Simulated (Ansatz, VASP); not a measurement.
# ZnSiW (ZnSiW in the AlB2 type) in two plane-wave programs, part 2 of 2

One calculation is typed for both programs; each brings its own data sets. How far apart do they land? The cell is generated by rule, not measured, and may not be a known phase. The cell is taken from a series of runs on this material, whose earlier steps may have relaxed, scaled, displaced or heated it; both programs get it as it stands.

VASP 6.6.1 and Ansatz 0.2.0.

So far: The structure; Ansatz: relaxation of cell and atoms, PBE, pair 1; VASP: relaxation of cell and atoms, PBE, pair 1; Comparison.

**5. VASP: relaxation of cell and atoms, PBE, pair 2**

Level of this step: PBE; plane waves and PAW (W, Si, Zn); invented cell (VASP).

The relaxed volume is the usual yardstick between codes: in a stiff, nearly cubic crystal its relative difference is about their pressure difference at one cell divided by the bulk modulus.

File INCAR:

```
SYSTEM = ZnSiW
PREC = Accurate
ENCUT = 600
EDIFF = 1E-07
NELM = 120
ISMEAR = 0
SIGMA = 0.1
LREAL = .FALSE.
ALGO = Normal
GGA = PE
NBANDS = 17
LASPH = .TRUE.
LORBIT = 11
LWAVE = .FALSE.
LCHARG = .FALSE.
ISIF = 3
IBRION = 2
NSW = 80
EDIFFG = -0.005
GGA_COMPAT = .FALSE.
NELMIN = 4
KPAR = 2
```

File POSCAR:

```
ZnSiW
1.0
    4.3536110000      0.0000000000      0.0000000000
   -2.1768060000      3.7703380000      0.0000000000
    0.0000000000      0.0000000000      2.5952900000
W Si Zn
1 1 1
Direct
    0.0000000000      0.0000000000      0.0000000000
    0.3333334541      0.6666667551      0.5000000000
    0.6666667756      0.3333332449      0.5000000000
```

File KPOINTS:

```
Automatic mesh
0
Gamma
9 9 12
0 0 0
```

Potentials, in the order of the species: W, Si and Zn (PBE family, release 64).

Started as:

```
> mpirun -np 2 vasp_std
```

Numbers of over 12 decimals in the logs are rounded to 6 here.

The program printed:

```text
[... set-up lines as in an earlier step ...]
 entering main loop
       N       E                     dE             d eps       ncg     rms          rms(c)
DAV:   1     0.104955112475E+03    0.10496E+03   -0.11382E+04  2880   0.169E+03
DAV:   2    -0.118526928599E+02   -0.11681E+03   -0.11320E+03  3084   0.328E+02
DAV:   3    -0.196006740399E+02   -0.77480E+01   -0.75779E+01  3607   0.802E+01
DAV:   4    -0.197247280326E+02   -0.12405E+00   -0.12367E+00  3299   0.861E+00
[...]
DAV:  14    -0.187431175052E+02    0.28241E-06   -0.74055E-08  1604   0.484E-03    0.189E-03
DAV:  15    -0.187431173812E+02    0.12403E-06   -0.35844E-08  1503   0.236E-03    0.372E-04
DAV:  16    -0.187431173825E+02   -0.13274E-08   -0.40895E-09  1483   0.844E-04
   1 F= -.18743117E+02 E0= -.18738068E+02  d E =-.187431E+02
[... from here on, the cycles between the ionic steps are left out ...]
   2 F= -.18748482E+02 E0= -.18743413E+02  d E =-.536507E-02
   3 F= -.18748615E+02 E0= -.18743523E+02  d E =-.549788E-02
   4 F= -.18748613E+02 E0= -.18743518E+02  d E =-.549569E-02
   5 F= -.18748604E+02 E0= -.18743505E+02  d E =0.905676E-05
   6 F= -.18748618E+02 E0= -.18743521E+02  d E =-.455860E-05
   7 F= -.18748617E+02 E0= -.18743521E+02  d E =-.442024E-05
[...]
reached required accuracy - stopping structural energy minimisation
```

Parts of OUTCAR (step 5):

```text
  Total       -0.0097569     -0.0097569      0.0104744      0.0000000      0.0000000     -0.0000000
  in kB       -0.3687281     -0.3687281      0.3958442      0.0000000      0.0000000     -0.0000000
  external PRESSURE =      -0.1138707 kB  Pullay stress =       0.0000000 kB

 POSITION                                       TOTAL-FORCE (eV/Angst)
 -----------------------------------------------------------------------------------
      2.16285      3.74617      2.61621        -0.000000      0.000000      0.000000
      0.00000      2.49745      1.30811        -0.000000      0.000000      0.000000
      2.16285      1.24872      1.30811         0.000000     -0.000000      0.000000
 -----------------------------------------------------------------------------------
    total drift:                               -0.000128      0.000105      0.000000

  FREE ENERGIE OF THE ION-ELECTRON SYSTEM (eV)
  ---------------------------------------------------
  free  energy   TOTEN  =       -18.7486174883 eV

  energy  without entropy=      -18.7384244824  energy(sigma->0) =      -18.74352099

[... 2 parts as in an earlier step ...]

[... 2 further parts left out ...]
[key lines of the parts left out:]
E-fermi :   7.8269
```

**6. Ansatz: relaxation of cell and atoms, PBE, pair 2**

The same cell, functional, mesh and smearing now go to Ansatz, which takes its cutoff from its data sets.

The cell is taken from a series of runs on this material, whose earlier steps may have relaxed, scaled, displaced or heated it; both programs get it as it stands.

File input.yaml:

```yaml
crystal:
  lattice:
    - [4.3536112491, 0.0, 0.0]
    - [-2.1768056246, 3.7703379399, 0.0]
    - [0.0, 0.0, 2.5952900374]
  atoms:
    - { symbol: W, position: [0.0, 0.0, 0.0] }
    - { symbol: Si, position: [0.3333333333, 0.6666666667, 0.5] }
    - { symbol: Zn, position: [0.6666666667, 0.3333333333, 0.5] }
kpoints:
  mp_grid: { grid: [9, 9, 12] }
hamiltonian:
  xc: pbe
  pseudopotentials: { kind: paw, azcp: { folder: soft_1 } }
scf:
  occupations: { method: gaussian, width: 0.1 }
output:
  forces: true
  stress: true
  eigenvalues: true
relax:
  adjacent_minimum: "off"
  f_tol: 0.005
  max_steps: 80
  cell: { stress_tol: 0.05 }
```

Started as:

```
> ansatz run input.yaml --threads 4 --pin off --max-ram 12288MiB --backend cpu --events-out ev --progress --plain --runs-dir out
```

The program printed:

```text
[...]
Crystal: 3 atoms, lattice volume = 42.601 Å³
Basis set: ecut = 420 eV, 855 PW (Γ), exchange–correlation on 60×60×36 points (8 copies of the dense FFT grid, shifted against one another)
Bands: 19, of which v1, the nominal top of the filled ones, is band 15 counted from 1 (14 counted from 0)
Symmetry: 12 space group operations
[...]
k-points: 84 of 972 (time reversal used)
[...]
--- Relaxed structure (4 steps of the walk, 4 accepted, 1 SCFs on fresh bases) ---
[...]
cell:  # Å, volume = 42.5460 Å³
    - [4.326218, 2.8686051428718737e-11, -4.1197285325671585e-19]
    - [-2.163109, 3.746615, 2.0598642663072383e-19]
    - [-2.455867050510302e-19, 0, 2.624892]
  atoms:
    - { symbol: W, position: [0, 0, 0] }
    - { symbol: Si, position: [0.333333, 0.666667, 0.500000] }
    - { symbol: Zn, position: [0.666667, 0.333333, 0.500000] }
[key lines of the parts left out:]
SCF converged after 6 iterations
Free energy (F): -14339.960069 eV
Fermi energy:    16.253152 eV
P = ⅓ Tr σ = -0.0039 GPa (-0.039 kbar)
```

**7. Side by side**

What differs besides the data sets and the points named for the pairs above, as far as they apply: the data sets hold 30 valence electrons in Ansatz (on its PAW soft_1 files) and 22 in VASP. Total energies have different zeros and are not compared.

Compared:

```
                                         quantity  Ansatz   VASP  difference
                                      volume (Å³)   42.55  42.40     +0.36 %
edge a after relaxation, in the typed setting (Å)   4.326  4.326     +0.01 %
edge c after relaxation, in the typed setting (Å)   2.625  2.616     +0.33 %
```

**8. VASP: zone-centre phonons, PBE**

Second derivatives magnify differences that forces hide, and they need a tight electronic threshold.

File INCAR:

```
SYSTEM = ZnSiW
PREC = Accurate
ENCUT = 600
EDIFF = 1E-08
NELM = 120
ISMEAR = 1
SIGMA = 0.2
LREAL = .FALSE.
ALGO = Normal
GGA = PE
NBANDS = 17
LASPH = .TRUE.
LORBIT = 11
LWAVE = .FALSE.
LCHARG = .FALSE.
ISIF = 2
IBRION = 8
GGA_COMPAT = .FALSE.
KPAR = 2
```

File POSCAR:

```
ZnSiW
1.0
    4.3266587281      0.0000000000      0.0000000000
   -2.1633293641      3.7469963720      0.0000000000
    0.0000000000      0.0000000000      2.6244460883
W Si Zn
1 1 1
Direct
    0.0000000000      0.0000000000      0.0000000000
    0.3333333333      0.6666666667      0.5000000000
    0.6666666667      0.3333333333      0.5000000000
```

File KPOINTS:

```
Automatic mesh
0
Gamma
4 4 6
0 0 0
```

Started as:

```
> mpirun -np 2 vasp_std
```

The program printed:

```text
[... set-up lines as in an earlier step ...]
 entering main loop
       N       E                     dE             d eps       ncg     rms          rms(c)
DAV:   1     0.105639073493E+03    0.10564E+03   -0.11400E+04   544   0.168E+03
DAV:   2    -0.125325545920E+02   -0.11817E+03   -0.11417E+03   592   0.327E+02
DAV:   3    -0.196074683567E+02   -0.70749E+01   -0.68631E+01   677   0.780E+01
DAV:   4    -0.197169572462E+02   -0.10949E+00   -0.10912E+00   651   0.828E+00
[...]
DAV:  14    -0.187478476804E+02    0.24675E-06   -0.14723E-07   689   0.613E-03    0.135E-03
DAV:  15    -0.187478475749E+02    0.10552E-06   -0.19185E-08   350   0.147E-03    0.174E-04
DAV:  16    -0.187478475702E+02    0.47198E-08   -0.18807E-09   284   0.401E-04
   1 F= -.18747848E+02 E0= -.18749489E+02  d E =0.492328E-02
 Linear response reoptimize wavefunctions to high precision
DAV:   1    -0.187478475691E+02    0.10441E-08   -0.38346E-10   292   0.254E-04
DAV:   2    -0.187478475692E+02   -0.94587E-10   -0.10036E-10   284   0.823E-05
 Linear response DOF=           6
 Linear response progress:
[...]
RMM:   9    -0.212748870545E+00    0.16792E-06   -0.17802E-08  2551   0.129E-04    0.994E-06
RMM:  10    -0.212748782818E+00    0.87727E-07    0.28503E-09  2664   0.741E-05    0.322E-06
RMM:  11    -0.212748789385E+00   -0.65670E-08   -0.13036E-09  2457   0.428E-05    0.786E-07
 first order change of Fermi-energy  -0.50403E-04
 force on displaced ion       3 direction 1 :  -9.726   0.003   0.000
 Linear response progress:
  Degree of freedom:   6/  6
       N       E                     dE             d eps       ncg     rms          rms(c)
RMM:   1    -0.201188178202E+00   -0.20119E+00    0.39852E-02   879   0.216E+00
RMM:   2    -0.201177272914E+00    0.10905E-04   -0.67326E-04   939   0.217E-01    0.500E-02
RMM:   3    -0.200964315752E+00    0.21296E-03   -0.44583E-05  1049   0.442E-02    0.293E-02
RMM:   4    -0.200758923565E+00    0.20539E-03   -0.35447E-05  1039   0.424E-02    0.334E-03
[...]
RMM:  10    -0.200767564979E+00    0.10281E-07    0.21538E-10  1151   0.570E-05    0.210E-06
RMM:  11    -0.200767579325E+00   -0.14346E-07   -0.10444E-09  1057   0.333E-05    0.143E-06
RMM:  12    -0.200767577097E+00    0.22283E-08    0.17968E-10   888   0.235E-05    0.496E-07
 first order change of Fermi-energy  -0.12197E-03
 force on displaced ion       3 direction 3 :   0.000   0.000  -2.213
 Linear response finished
```

From OUTCAR (step 8):

```text
  Total       -0.1375579     -0.1375579     -0.6339946      0.0000000     -0.0000000      0.0000000
  in kB       -5.1799125     -5.1799125    -23.8738545      0.0000000     -0.0000000      0.0000000
  external PRESSURE =     -11.4112265 kB  Pullay stress =       0.0000000 kB

 POSITION                                       TOTAL-FORCE (eV/Angst)
 -----------------------------------------------------------------------------------
      0.00000      0.00000      0.00000        -0.000000      0.000000      0.000000
     -0.00000      2.49800      1.31222        -0.000000     -0.000000      0.000000
      2.16333      1.24900      1.31222         0.000000      0.000000      0.000000
 -----------------------------------------------------------------------------------
    total drift:                               -0.000001      0.000000      0.000000

[... 2 further parts left out ...]
```

**9. Ansatz: zone-centre phonons, PBE**

The same cell, functional, mesh and smearing now go to Ansatz, which takes its cutoff from its data sets.

The cell is taken from a series of runs on this material, whose earlier steps may have relaxed, scaled, displaced or heated it; both programs get it as it stands.

File input.yaml:

```yaml
crystal:
  lattice:
    - [4.3266587281, 0.0, 0.0]
    - [-2.1633293641, 3.746996372, 0.0]
    - [0.0, 0.0, 2.6244460883]
  atoms:
    - { symbol: W, position: [0.0, 0.0, 0.0] }
    - { symbol: Si, position: [0.3333333333, 0.6666666667, 0.5] }
    - { symbol: Zn, position: [0.6666666667, 0.3333333333, 0.5] }
kpoints:
  mp_grid: { grid: [4, 4, 6] }
hamiltonian:
  xc: pbe
  pseudopotentials: { kind: paw, azcp: { folder: soft_1 } }
scf:
  occupations: { method: methfessel_paxton, width: 0.2 }
output:
  eigenvalues: true
phonons:
  method: dfpt
  qmesh: [2, 2, 2]
  temperatures: { t_max: 1000, t_step: 50 }
  qpath:
    path:
      - [[0.0, 0.0, 0.0], [0.5, 0.0, 0.0], [0.33333333, 0.33333333, 0.0], [0.0, 0.0, 0.0], [0.0, 0.0, 0.5], [0.5, 0.0, 0.5], [0.33333333, 0.33333333, 0.5], [0.0, 0.0, 0.5]]
      - [[0.5, 0.0, 0.5], [0.5, 0.0, 0.0]]
      - [[0.33333333, 0.33333333, 0.5], [0.33333333, 0.33333333, 0.0]]
    npoints: 10
```

Started as:

```
> ansatz run input.yaml --threads 4 --pin off --max-ram 12288MiB --backend cpu --events-out ev --progress --plain --runs-dir out
```

The program printed:

```text
[...]
largest difference from the sums on the solved wave vectors: F 2.27e-2 eV, S 5.57e-5 and C_V 3.31e-5 eV/K
  zero-point energy: 0.093236 eV/cell   skipped modes (ω ≤ 0): 222, of them read as no rigid motion or as one in doubt: 219 (3.666e-1 modes/cell left out, lowest -97.84 cm⁻¹)   left out of the sums: 4.08e-2 of the cell's modes: C_V's classical limit lies that fraction below 3 k_B per atom; for a crystal, a wire or a layer, F and S can be off by more, and a phonons.interpolated_qmesh denser along its periods is the remedy for the sampling
[key lines of the parts left out:]
SCF converged after 10 iterations
Free energy (F): -14339.960140 eV
Fermi energy:    16.247138 eV
```

**10. Side by side**

What differs besides the data sets and the points named for the pairs above, as far as they apply: VASP's run holds the zone centre alone; the data sets hold 30 valence electrons in Ansatz (on its PAW soft_1 files) and 22 in VASP. Total energies have different zeros and are not compared.

Compared:

| quantity | Ansatz | VASP | difference |
| --- | --- | --- | --- |
| optical mode 1 (imaginary, printed as negative) (cm⁻¹) | -53.1 | -53.4 | +0.3 |
| optical mode 2 (cm⁻¹) | 109.3 | 110.3 | -0.92 % |
| optical mode 3 to 4 (cm⁻¹) | 151.6 | 152.5 | -0.57 % |
| optical mode 5 to 6 (cm⁻¹) | 307.4 | 310.0 | -0.85 % |

Modes are paired by rising frequency, not by their patterns, so a pair may set unlike modes beside each other; they are those without the splitting of longitudinal modes.

**11. Summary of results**

```json
{"difference in volume (relaxation of cell and atoms, PBE, pair 1)": "0.36 %", "difference in volume (relaxation of cell and atoms, PBE, pair 2)": "0.36 %", "r.m.s. difference of the optical zone-centre modes, each program's sorted by frequency (zone-centre phonons, PBE)": "1.7 cm⁻¹", "difference in optical mode 2 (zone-centre phonons, PBE)": "-0.9 %"}
```

What this shows: The difference in volume is 0.36 % (relaxation of cell and atoms, PBE, pair 1), within the 1.2 % picked in this series as the mark of a large difference, as far as the stopping tolerances let one tell. The data sets hold unlike numbers of valence electrons (30 in Ansatz and 22 in VASP), so part of the differences comes from the potentials. Among the rows given in per cent, the largest difference of the zone-centre phonons, PBE pair is in optical mode 2, -0.9 %. 1 further run of this series is not shown here. How closely two codes agree says nothing of how well the functional describes the real material.

[Lines on the potential files, build, host, timing and source positions are cut from VASP's logs without a mark.]

[Logs are printed without paths, hosts, clocks, repeated set-up lines and the standing remarks that a program may print on its own settings, such as how far it seeks lower states.]

[Hosts, paths, dates, database ids (printed as entryN), source tags and the programs' standing remarks are cut or masked in the printed files.]
